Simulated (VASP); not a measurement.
# HfSi2B4: relaxation of cell and atoms with PBE

Crystal: HfSi2B4.

```xyz
7
Lattice="3.1787 0.0000 0.0000 0.0000 4.5992 0.0000 0.0000 0.0000 5.2710" Properties=species:S:1:pos:R:3 pbc="T T T"
Hf    1.5893    4.5992    5.2710
Si    1.5893    2.2996    3.9690
Si    1.5893    2.2996    1.3020
B     0.0000    3.7153    3.5168
B     0.0000    3.7153    1.7542
B     0.0000    0.8839    1.7542
B     0.0000    0.8839    3.5168
```

The cell was built by a generator and needn't be a form met in nature.

| Quantity | Value |
| --- | --- |
| Program | VASP 6.6.1 |
| Task | relaxation of cell and atoms |
| Functional | PBE |
| Potentials or basis | VASP PAW PBE potentials, release 64 (Hf_pv, Si, B) |
| Cutoff | 520 eV |
| k mesh | 10 × 6 × 6 |
| Occupations | gaussian, width 0.1 eV |
| Spin | no spin polarisation |
| Further INCAR settings | ALGO = Normal; EDIFF = 1e-07; IBRION = 2; POTIM = 0.3; EDIFFG = -0.005; NSW = 60; ISIF = 3 |

```
Pressure after relaxing      : 0.0 GPa
Largest force after relaxing : 0.004 eV/Å
Band gap on the k mesh       : none (metal or under the smearing width)
```

Forces on the atoms (eV/Å):
```
Hf   0.000  0.000  0.000
Si   0.000  0.000 -0.004
Si   0.000  0.000  0.004
B    0.000 -0.001  0.000
B    0.000 -0.001  0.000
B    0.000  0.001  0.000
B    0.000  0.001  0.000
```

Stress tensor (GPa, compression positive):
```
-0.06  0.00  0.00
 0.00  0.04  0.00
 0.00  0.00 -0.04
```

Final structure:
```
Hf Si B
1.0
     3.17866    0.00000    0.00000
     0.00000    4.59922    0.00000
     0.00000    0.00000    5.27098
Hf Si B
1 2 4
Cartesian
  1.5893 0.0000 0.0000
  1.5893 2.2996 3.9690
  1.5893 2.2996 1.3020
  0.0000 3.7153 3.5168
  0.0000 3.7153 1.7542
  0.0000 0.8839 1.7542
  0.0000 0.8839 3.5168
```

Levels at points of the mesh, in eV from the Fermi level:
| k point | band 11 | band 12 | band 13 | band 14 | band 15 | band 16 | band 17 | band 18 | band 19 |
| --- | --- | --- | --- | --- | --- | --- | --- | --- | --- |
| (0.00, 0.00, 0.00) | -3.04 | -2.24 | -1.24 | -0.83 | 0.28 | 0.91 | 2.81 | 4.88 | 5.17 |
| (0.50, 0.00, 0.00) | -3.79 | -3.76 | -3.16 | -3.15 | -1.83 | -1.23 | -1.08 | 4.00 | 4.11 |
| (0.00, 0.50, 0.00) | -1.47 | -0.66 | -0.11 | 0.11 | 0.51 | 1.17 | 1.59 | 1.63 | 1.93 |
| (0.50, 0.50, 0.00) | -3.49 | -3.33 | -2.92 | -2.69 | -0.87 | -0.47 | 2.08 | 2.56 | 4.14 |
| (0.00, 0.00, 0.50) | -2.74 | -2.15 | -1.41 | -0.53 | 0.11 | 1.79 | 2.18 | 2.35 | 4.21 |
| (0.50, 0.00, 0.50) | -3.94 | -3.84 | -3.18 | -2.32 | -1.77 | 0.04 | 1.58 | 2.25 | 3.70 |
| (0.00, 0.50, 0.50) | -2.09 | -1.75 | -1.40 | -0.83 | -0.49 | -0.20 | 0.97 | 2.13 | 2.59 |
| (0.50, 0.50, 0.50) | -5.07 | -3.58 | -0.61 | -0.39 | -0.09 | 0.47 | 0.65 | 1.13 | 1.34 |

It took 24 s on 4 MPI ranks on Intel(R) Xeon(R) Platinum 8375C CPU @ 2.90GHz (Ice Lake) (shared host), peak memory 0.28 GiB a rank.

Caveat: the relaxation stopped at its first step, so nothing moved. Spin-orbit coupling is left out, which matters for the levels of Hf.
